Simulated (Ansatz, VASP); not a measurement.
# Zn3Sb: VASP beside Ansatz

```
Sb Zn
1.0
    -2.11314    2.11314    4.35436
     2.11314   -2.11314    4.35436
     2.11314    2.11314   -4.35436
Sb Zn
1 3
Direct
  0.00000 0.00000 0.00000
  0.50000 0.50000 0.00000
  0.25000 0.75000 0.50000
  0.75000 0.25000 0.50000
```

Change from the starting cell: volume scaled by 1.06.

Alike in both runs: task single point; functional PBE; k mesh 9 × 9 × 9; occupations fermi-dirac, width 0.05 eV; no spin polarisation.

|  | VASP | Ansatz |
| --- | --- | --- |
| version | VASP 6.6.1 | Ansatz 0.2.0 |
| potentials or method | VASP PAW PBE potentials, release 64 (Sb, Zn) | Ansatz PAW |
| plane-wave cutoff (eV) | 520 | 420 |
| valence electrons in the cell | 41 | 51 |

Ansatz gave:

- gap on the k mesh at the Fermi level (eV): none
- pressure (GPa): -0.9

Estimate VASP's values.

gap on the k mesh at the Fermi level (eV): none; pressure (GPa): -0.8.

A gap of «none» marks a metal or a gap that the smearing closes. With one functional, cell and mesh, what is left measures potentials, basis and numerics. The two sets of potentials don't hold the same shells in valence.

The runs have no spin-orbit coupling, so splittings on Sb are missing.
